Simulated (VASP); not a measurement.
# ZrSi2: structure and properties in VASP, part 3 of 5

Wanted: the relaxed cell of ZrSi2 and its properties. Left out of this account: 1 further run (bands with LDA: it shows nothing beyond the runs told). The start is a cell from a database of measured crystal structures.

VASP 6.6.1; LDA; plane waves and PAW (Zr_sv, Si).

So far. Step 4 (Second relaxation): It ends with a largest force of 0.005 eV/Å and a pressure of 0.01 GPa. The volume moved by under 0.01 %: the run met its threshold at the first step. Step 5 (Single point with fields (LDA)): In this run the pressure is 0.01 GPa, small enough to go on.

The database entry behind the starting cell differs from later determinations by our own check (a about 0.3 % long), so it need not match the best structure at ambient conditions.

### Step 6. Bands along the symmetry lines (LDA)

The mesh alone shows little of the dispersion and can miss band extrema, so KPOINTS_OPT adds a path through the symmetry points after the self-consistent cycle.

INCAR

```
SYSTEM = ZrSi2
PREC = Accurate
ENCUT = 400
EDIFF = 1E-06
NELM = 100
ISMEAR = 0
SIGMA = 0.05
LREAL = .FALSE.
ALGO = Normal
GGA = CA
NBANDS = 36
LASPH = .TRUE.
LORBIT = 11
LWAVE = .FALSE.
LCHARG = .FALSE.
KPAR = 4
```

POSCAR

```
ZrSi2
1.0
    0.0000000000      0.0000000000     -3.6334602498
   -3.6643892752      0.0000000000      0.0000000000
   -1.8321946376      7.2286144981      0.0000000000
Zr Si
2 4
Direct
    0.7500000000      0.8956651100      0.2086697800
    0.2500000000      0.1043348900      0.7913302200
    0.7500000000      0.5540394371      0.8919211258
    0.2500000000      0.4459605629      0.1080788742
    0.7500000000      0.2499386112      0.5001227775
    0.2500000000      0.7500613888      0.4998772225
```

KPOINTS

```
Automatic mesh
0
Gamma
6 6 6
0 0 0
```

KPOINTS_OPT

```
Line mode
16
Line-mode
Reciprocal
  0.00000000   0.00000000   0.00000000 GAMMA
  0.00000000  -0.53212204  -0.26606102 X

  0.00000000  -0.53212204  -0.26606102 X
  0.00000000  -0.50000000   0.00000000 S

  0.00000000  -0.50000000   0.00000000 S
 -0.50000000  -0.50000000   0.00000000 R

 -0.50000000  -0.50000000   0.00000000 R
 -0.50000000  -0.53212204  -0.26606102 A

 -0.50000000  -0.53212204  -0.26606102 A
 -0.50000000   0.00000000   0.00000000 Z

 -0.50000000   0.00000000   0.00000000 Z
  0.00000000   0.00000000   0.00000000 GAMMA

  0.00000000   0.00000000   0.00000000 GAMMA
  0.00000000   0.00000000   0.50000000 Y

  0.00000000   0.00000000   0.50000000 Y
  0.00000000  -0.46787796   0.26606102 X1

  0.00000000  -0.46787796   0.26606102 X1
 -0.50000000  -0.46787796   0.26606102 A1

 -0.50000000  -0.46787796   0.26606102 A1
 -0.50000000   0.00000000   0.50000000 T

 -0.50000000   0.00000000   0.50000000 T
  0.00000000   0.00000000   0.50000000 Y

 -0.50000000   0.00000000   0.00000000 Z
 -0.50000000   0.00000000   0.50000000 T
```

PAW data sets: Zr_sv and Si (LDA family, release 64).

Run with:

```bash
$ mpirun -np 4 vasp_std
```

The log of the run:

```text
[... set-up lines as in an earlier step ...]
 entering main loop
       N       E                     dE             d eps       ncg     rms          rms(c)
DAV:   1     0.211938256375E+03    0.21194E+03   -0.16316E+04  3744   0.854E+02
DAV:   2    -0.307007927071E+02   -0.24264E+03   -0.23356E+03  4368   0.251E+02
DAV:   3    -0.478181302037E+02   -0.17117E+02   -0.16874E+02  6280   0.494E+01
DAV:   4    -0.484966354159E+02   -0.67851E+00   -0.67605E+00  5080   0.960E+00
DAV:   5    -0.485174401477E+02   -0.20805E-01   -0.20802E-01  5428   0.142E+00    0.261E+01
DAV:   6    -0.470756809177E+02    0.14418E+01   -0.29088E+00  4416   0.837E+00    0.110E+01
DAV:   7    -0.469934052117E+02    0.82276E-01   -0.47523E-01  5620   0.271E+00    0.319E+00
DAV:   8    -0.469792981813E+02    0.14107E-01   -0.40206E-02  4512   0.972E-01    0.594E-01
DAV:   9    -0.469789705110E+02    0.32767E-03   -0.32453E-03  4836   0.292E-01    0.243E-01
DAV:  10    -0.469789242633E+02    0.46248E-04   -0.31448E-04  5060   0.102E-01    0.762E-02
DAV:  11    -0.469789227405E+02    0.15228E-05   -0.49494E-05  4500   0.427E-02    0.196E-02
DAV:  12    -0.469789216309E+02    0.11097E-05   -0.33307E-06  4156   0.122E-02    0.681E-03
DAV:  13    -0.469789216060E+02    0.24903E-07   -0.40107E-07  2404   0.363E-03
   1 F= -.46978922E+02 E0= -.46978066E+02  d E =-.171139E-02
 Start KPOINTS_OPT (optional k-point list driver)
k-point batch [1-52\192]
       N       E                     dE             ncg
DAV:   1     0.279993344598E+04   -0.46153E+05     3792
DAV:   2    -0.989137727170E+04   -0.12691E+05     4420
DAV:   3    -0.108193549495E+05   -0.92798E+03     6240
DAV:   4    -0.108563306274E+05   -0.36976E+02     4936
DAV:   5    -0.108573738125E+05   -0.10432E+01     5340
DAV:   6    -0.108573791835E+05   -0.53710E-02     4960
DAV:   7    -0.108573792607E+05   -0.77168E-04     5360
DAV:   8    -0.108573792613E+05   -0.55126E-06     3528
[...]
k-point batch [157-192\192]
       N       E                     dE             ncg
DAV:   1     0.223496175694E+05   -0.27672E+05     2592
DAV:   2     0.134999007085E+05   -0.88497E+04     3044
DAV:   3     0.128586535136E+05   -0.64125E+03     4184
DAV:   4     0.128267673582E+05   -0.31886E+02     3488
DAV:   5     0.128258959651E+05   -0.87139E+00     3624
DAV:   6     0.128258902876E+05   -0.56775E-02     3512
DAV:   7     0.128258902214E+05   -0.66185E-04     3576
DAV:   8     0.128258902209E+05   -0.48428E-06     2432
```

It took 94 s on 4 MPI ranks of Intel Xeon Platinum 8259CL at 2.50GHz (Skylake/Cascade Lake), shared host; peak memory 1.1 GiB; 5.5 min of CPU time.

Parts of OUTCAR (step 6):

```text
   k-points           NKPTS =     52   k-points in BZ     NKDIM =     52   number of bands    NBANDS=     36

   NELECT =      40.0000    total number of electrons

 E-fermi :  10.5249

 k-point     1 :       0.0000    0.0000    0.0000
  band No.  band energies     occupation
    ...
     16       7.9259      2.00000
     17       8.0057      2.00000
     18       8.0591      2.00000
     19       8.1465      2.00000
     20      10.4854      1.73564
     21      11.5074      0.00000
     22      11.8819      0.00000
     23      11.9372      0.00000
     24      12.0498      0.00000
     25      12.5805      0.00000
    ...

  Total        0.0146937      0.0299115     -0.0269479      0.0000000      0.0000000      0.0000000
  in kB        0.2446050      0.4979341     -0.4485992      0.0000000      0.0000000      0.0000000
  external PRESSURE =       0.0979799 kB  Pullay stress =       0.0000000 kB

 POSITION                                       TOTAL-FORCE (eV/Angst)
 -----------------------------------------------------------------------------------
     -3.66439      1.50839     -2.72510        -0.000000      0.005390      0.000000
     -1.83219      5.72022     -0.90837         0.000000     -0.005390     -0.000000
     -3.66439      6.44735     -2.72510         0.000000     -0.001398      0.000000
     -1.83219      0.78126     -0.90837        -0.000000      0.001398      0.000000
     -1.83219      3.61519     -2.72510         0.000000     -0.004350     -0.000000
     -3.66439      3.61342     -0.90837         0.000000      0.004350      0.000000
 -----------------------------------------------------------------------------------
    total drift:                                0.000000      0.000000     -0.000000

  FREE ENERGIE OF THE ION-ELECTRON SYSTEM (eV)
  ---------------------------------------------------
  free  energy   TOTEN  =       -46.9789216060 eV

  energy  without entropy=      -46.9772102194  energy(sigma->0) =      -46.97806591

[... 12 parts as in an earlier step ...]

[... 4 further parts left out ...]
```

The cell is typed on its shortest vectors, so the axes of tensors and the coordinates of k-points follow the printed cell and not the standard setting.

This step gave:

```yaml
bands: 36
pressure: 0.009798 GPa
```

The electronic bands at the labelled points (eV, zero at the Fermi level; # counts the bands kept, so #1 is VASP's band 9):

```tsv
point	#9	#10	#11	#12	#13	#14	#15	#16
Γ	-2.52	-2.47	-2.38	-0.04	0.98	1.36	1.41	1.52
0.53 of the way	-2.32	-2.25	-1.59	-0.71	0.37	0.92	1.15	1.59
X	-1.67	-1.65	-1.04	-0.77	-0.22	0.93	1.13	1.55
0.47 of the way	-1.74	-1.66	-1.00	-0.76	-0.29	0.92	1.05	1.75
S	-1.82	-1.66	-0.97	-0.59	-0.53	0.92	0.96	2.07
0.47 of the way	-3.15	-2.94	-2.08	-1.89	0.77	1.32	2.10	2.73
R	-3.27	-3.27	-2.27	-2.27	2.21	2.21	3.08	3.08
0.47 of the way	-3.27	-3.27	-2.28	-2.28	2.18	2.18	3.01	3.01
A	-3.27	-3.27	-2.29	-2.29	2.14	2.14	2.93	2.93
0.47 of the way	-3.09	-3.09	-1.97	-1.97	0.56	0.56	3.13	3.13
Z	-2.08	-2.08	-0.15	-0.15	0.19	0.19	1.52	1.52
0.47 of the way	-2.39	-2.08	-0.71	-0.64	-0.05	0.42	1.66	1.66
Γ	-2.52	-2.47	-2.38	-0.04	0.98	1.36	1.41	1.52
0.53 of the way	-2.52	-2.18	-1.64	-0.05	0.93	1.40	1.44	1.60
Y	-2.76	-1.97	-1.55	0.35	0.89	1.08	1.38	1.66
0.53 of the way	-2.32	-1.66	-0.69	-0.09	-0.03	0.24	0.72	2.17
X1	-1.67	-1.65	-1.04	-0.77	-0.22	0.93	1.13	1.55
0.53 of the way	-3.05	-2.84	-2.22	-2.07	1.06	1.55	2.03	2.42
A1	-3.27	-3.27	-2.29	-2.29	2.14	2.14	2.93	2.93
0.47 of the way	-2.93	-2.93	-2.65	-2.65	1.97	1.97	2.29	2.29
T	-2.41	-2.41	-1.03	-1.03	0.04	0.04	2.26	2.26
0.47 of the way	-2.26	-1.98	-1.33	-0.95	0.66	1.03	1.06	1.94
Y	-2.76	-1.97	-1.55	0.35	0.89	1.08	1.38	1.66
jump to Z	-2.08	-2.08	-0.15	-0.15	0.19	0.19	1.52	1.52
0.47 of the way	-2.40	-2.40	-0.60	-0.60	0.09	0.09	2.19	2.19
T	-2.41	-2.41	-1.03	-1.03	0.04	0.04	2.26	2.26
```

Of the projections kept (Zr, Si), the largest for each band there; the rest of the weight can lie on other orbitals:

```tsv
point	#9	#10	#11	#12	#13	#14	#15	#16
Γ	Zr 0.55	Si 0.64	Si 0.92	Si 0.76	Zr 1.00	Zr 0.68	Zr 0.95	Zr 1.00
X	Zr 0.63	Zr 0.71	Zr 0.88	Zr 0.71	Zr 0.64	Si 0.65	Si 0.88	Zr 0.58
S	Zr 0.56	Zr 0.67	Zr 0.90	Zr 0.81	Si 0.56	Si 0.68	Si 0.82	Zr 0.55
R	Si 0.59	Si 0.59	Zr 0.50	Zr 0.50	Zr 0.72	Zr 0.72	Zr 0.91	Zr 0.91
A	Si 0.57	Si 0.57	Zr 0.51	Zr 0.51	Zr 0.60	Zr 0.60	Zr 0.96	Zr 0.96
Z	Zr 0.79	Zr 0.79	Zr 0.59	Zr 0.59	Si 0.66	Si 0.66	Zr 0.73	Zr 0.73
```

There is no gap at this level.

### Step 7. Density of states (LDA)

Here the states are counted by energy and projected on the atoms. The mesh is finer than in the run before.

INCAR: that of step 6 with these lines changed.

```diff
@@ -5,3 +5,3 @@
 NELM = 100
-ISMEAR = 0
+ISMEAR = -5
 SIGMA = 0.05
@@ -16 +16,2 @@
 KPAR = 4
+NEDOS = 2001
```

POSCAR is that of step 6.

KPOINTS

```
Automatic mesh
0
Gamma
9 9 9
0 0 0
```

Run with:

```bash
$ mpirun -np 4 vasp_std
```

The log of the run:

```text
[... set-up lines as in an earlier step ...]
 entering main loop
       N       E                     dE             d eps       ncg     rms          rms(c)
DAV:   1     0.211385766164E+03    0.21139E+03   -0.16382E+04  9000   0.855E+02
DAV:   2    -0.306589494415E+02   -0.24204E+03   -0.23350E+03 10536   0.252E+02
DAV:   3    -0.477612574621E+02   -0.17102E+02   -0.16861E+02 15104   0.492E+01
DAV:   4    -0.484930133460E+02   -0.73176E+00   -0.72822E+00 12008   0.986E+00
DAV:   5    -0.485142052046E+02   -0.21192E-01   -0.21181E-01 13044   0.148E+00    0.261E+01
DAV:   6    -0.470825379967E+02    0.14317E+01   -0.29126E+00 10584   0.836E+00    0.110E+01
DAV:   7    -0.470005124435E+02    0.82026E-01   -0.48632E-01 13536   0.273E+00    0.323E+00
DAV:   8    -0.469852831133E+02    0.15229E-01   -0.44757E-02 10832   0.102E+00    0.672E-01
DAV:   9    -0.469849372218E+02    0.34589E-03   -0.41386E-03 10996   0.329E-01    0.261E-01
DAV:  10    -0.469848389342E+02    0.98288E-04   -0.41080E-04 12180   0.115E-01    0.878E-02
DAV:  11    -0.469848461798E+02   -0.72456E-05   -0.62132E-05 11112   0.473E-02    0.216E-02
DAV:  12    -0.469848491696E+02   -0.29899E-05   -0.42006E-06 10368   0.132E-02    0.693E-03
DAV:  13    -0.469848483680E+02    0.80160E-06   -0.47850E-07  5868   0.411E-03
   1 F= -.46984848E+02 E0= -.46984848E+02  d E =0.000000E+00
 -----------------------------------------------------------------------------
|                                                                             |
|           W    W    AA    RRRRR   N    N  II  N    N   GGGG   !!!           |
|           W    W   A  A   R    R  NN   N  II  NN   N  G    G  !!!           |
|           W    W  A    A  R    R  N N  N  II  N N  N  G       !!!           |
|           W WW W  AAAAAA  RRRRR   N  N N  II  N  N N  G  GGG   !            |
|           WW  WW  A    A  R   R   N   NN  II  N   NN  G    G                |
|           W    W  A    A  R    R  N    N  II  N    N   GGGG   !!!           |
|                                                                             |
|     Tetrahedron method does not include variations of the Fermi             |
|     occupations, so forces and stress will be inaccurate. We suggest        |
|     using a different smearing scheme ISMEAR = 1 or 2 for metals in         |
|     relaxations.                                                            |
|                                                                             |
 -----------------------------------------------------------------------------
```

Run time: 67 s. Hardware: 4 MPI ranks; peak memory 1.3 GiB; 3.9 min of CPU time.

OUTCAR, selected parts (step 7):

```text
   k-points           NKPTS =    125   k-points in BZ     NKDIM =    125   number of bands    NBANDS=     36

   NELECT =      40.0000    total number of electrons

 E-fermi :  10.5033

 k-point     1 :       0.0000    0.0000    0.0000
  band No.  band energies     occupation
    ...
     15       7.5717      2.00000
     16       7.9320      2.00000
     17       8.0120      2.00000
     18       8.0529      2.00000
     19       8.1439      2.00000
     20      10.4810      0.19778
     21      11.5161      0.00000
     22      11.8717      0.00000
     23      11.9397      0.00000
     24      12.0577      0.00000
    ...

  Total       -0.4836579      0.0270298      0.1878056      0.0000000      0.0000000      0.0000000
  in kB       -8.0514072      0.4499620      3.1263819      0.0000000      0.0000000      0.0000000
  external PRESSURE =      -1.4916877 kB  Pullay stress =       0.0000000 kB

 POSITION                                       TOTAL-FORCE (eV/Angst)
 -----------------------------------------------------------------------------------
     -3.66439      1.50839     -2.72510         0.000000      0.061959      0.000000
     -1.83219      5.72022     -0.90837         0.000000     -0.061959      0.000000
     -3.66439      6.44735     -2.72510        -0.000000     -0.009160     -0.000000
     -1.83219      0.78126     -0.90837         0.000000      0.009160      0.000000
     -1.83219      3.61519     -2.72510         0.000000     -0.035248      0.000000
     -3.66439      3.61342     -0.90837         0.000000      0.035248     -0.000000
 -----------------------------------------------------------------------------------
    total drift:                                0.000000      0.000000     -0.000000

  FREE ENERGIE OF THE ION-ELECTRON SYSTEM (eV)
  ---------------------------------------------------
  free  energy   TOTEN  =       -46.9848483680 eV

  energy  without entropy=      -46.9848483680  energy(sigma->0) =      -46.98484837

[... 7 parts as in an earlier step ...]

[... 9 further parts left out ...]
```

With tetrahedra the forces and stress of a metal are not exact derivatives of the energy.

Numbers from this step:

| Item | Value |
| --- | --- |
| irreducible k points | 125 |
| Fermi energy | 10.50 eV |
| pressure | -0.1492 GPa |
| DOS at the Fermi level | 1.255 states/eV/cell |

The density of states has structure finer than the step of the table below, so its rows give means over 1 eV, whole bins alone (the curve runs from -12.0 to 2.33 eV). Peaks (eV: height): total -5.1: 3.21, -2.8: 6.89, -2.3: 6.02, 2.1: 4.51; Zr d -2.8: 1.49, -2.2: 1.49, 2.1: 1.67; Si p -5.1: 0.630, -3.5: 0.914, -2.8: 1.34, -2.3: 1.19; Si s -10.5: 0.796, -8.6: 0.566, -7.9: 0.623, -7.4: 0.795; Zr p -10.5: 0.0618, -5.1: 0.0567, -2.8: 0.172, -2.2: 0.130.

States under -12.0 eV and over 2.3 eV are left out. The density of states by energy, zero at the Fermi level; means over each step; values in states/eV/cell:

```tsv
energy (eV)	total	Zr d	Si p	Si s	Zr p	Zr s
-11	1.10	0.0129	0.0304	0.409	0.0258	0.0316
-10	1.63	0.0441	0.0716	0.591	0.0380	0.0248
-9	1.15	0.0528	0.0693	0.394	0.0202	0.0108
-8	1.31	0.0710	0.0939	0.427	0.0211	0.0141
-7	1.45	0.0998	0.0930	0.472	0.0211	0.0203
-6	1.07	0.0780	0.150	0.211	0.0136	0.0323
-5	2.18	0.198	0.434	0.164	0.0352	0.0842
-4	2.80	0.366	0.609	0.116	0.0570	0.0682
-3	4.62	0.909	0.968	0.0829	0.114	0.0276
-2	4.28	1.18	0.792	0.0553	0.0665	0.0124
-1	1.69	0.597	0.273	0.0266	0.00818	0.00420
0	1.62	0.585	0.225	0.0621	0.00756	0.00848
1	2.88	1.05	0.332	0.150	0.0208	0.0231
```

Force by atom:

```tsv
atom	x (eV/Å)	y (eV/Å)	z (eV/Å)	size
Zr1	0.0000	0.0620	0.0000	0.0620
Zr2	0.0000	-0.0620	0.0000	0.0620
Si3	0.0000	-0.0092	0.0000	0.0092
Si4	0.0000	0.0092	0.0000	0.0092
Si5	0.0000	-0.0352	0.0000	0.0352
Si6	0.0000	0.0352	0.0000	0.0352
```

The finer mesh and the other smearing move the Fermi level by -0.02 eV from the 6×6×6 run, a small shift, which tests the Fermi level alone. Of the states within 0.3 eV of the Fermi level, the largest shares in the PAW spheres are Zr d 36 % and Si p 14 %. The rest lies in smaller channels or between the spheres.

(Continued in part 4 of 5.)

[Lines on the potential files, build, host, timing and source positions are cut from VASP's logs without a mark.]

[Logs are printed without paths, hosts, clocks, repeated set-up lines and the standing remarks that a program may print on its own settings, such as how far it seeks lower states.]

[Hosts, paths, dates, database ids (printed as entryN), source tags and the programs' standing remarks are cut or masked in the printed files.]

[A measured line is paired with the nearest computed mode of its activity, which favours agreement.]
